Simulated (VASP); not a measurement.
Energy against volume of CsBr (CsCl type). Level of theory: RPBE GGA, VASP's PBE PAW potentials (set 64) (plane waves; VASP). Settings: 520 eV cut-off, 6×6×6 Γ-centred mesh, Gaussian smearing of 0.050 eV, potentials Cs_sv Br.

```json
[
 {"V (Å³/atom)": "45.062", "E (eV/atom)": "-2.82269"},
 {"V (Å³/atom)": "46.500", "E (eV/atom)": "-2.82692"},
 {"V (Å³/atom)": "47.939", "E (eV/atom)": "-2.82842"},
 {"V (Å³/atom)": "49.377", "E (eV/atom)": "-2.82762"}
]
```

Task: Fit these four points and predict the energy of the run at 50.815 Å³/atom.

Result: A cubic in V^(−2/3), the third-order Birch-Murnaghan form, passes through the four points with V0 = 48.12 Å³/atom and B0 = 8 GPa, and gives -2.8249 eV/atom there. The run gave -2.8249 eV/atom, +0.0 meV/atom from the fit; all five points give B0 = 8 GPa.

The compound is CsBr in the CsCl type structure. It was relaxed first, which changed the volume by +22 %.
